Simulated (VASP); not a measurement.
## BaSi2 (relaxed from the CrSi2 structure, space group P6_222): computed properties

The numbers are results of PBEsol GGA, VASP's PBE PAW potentials (set 64) (plane waves; VASP), not measurements.

For BaSi2, the space group is P6_222 (180) and the cell is a = 6.403 Å, b = 6.403 Å, c = 7.199 Å, α = 90.00°, β = 90.00°, γ = 120.00°. The volume per atom is 28.40 Å^3/atom, the band gap (over mesh and band path) is none (metal, semimetal or under 0.01 eV) and the density is 3.77 g/cm³.

```xyz
9
Lattice="6.4025 0.0000 0.0000 -3.2013 5.5448 0.0000 0.0000 0.0000 7.1988" Properties=species:S:1:pos:R:3 pbc="T T T"
Ba     0.0000     5.5448     7.1988
Ba     1.6006     2.7724     2.3996
Ba    -1.6006     2.7724     4.7992
Si     0.0000     1.1606     0.0000
Si     5.3975     0.5803     2.3996
Si     2.1962     4.9645     4.7992
Si     3.2013     4.3842     7.1988
Si    -2.1962     4.9645     2.3996
Si     1.0051     0.5803     4.7992
```

Unless said otherwise, spin-orbit coupling is left out, though it shifts the bands of the heavy elements here.

The structure was generated: BaSi2 was put into the CrSi2 type (P6_222), which need not be its known phase. It was relaxed first. Symmetry was kept, so distortions that lower it aren't found.
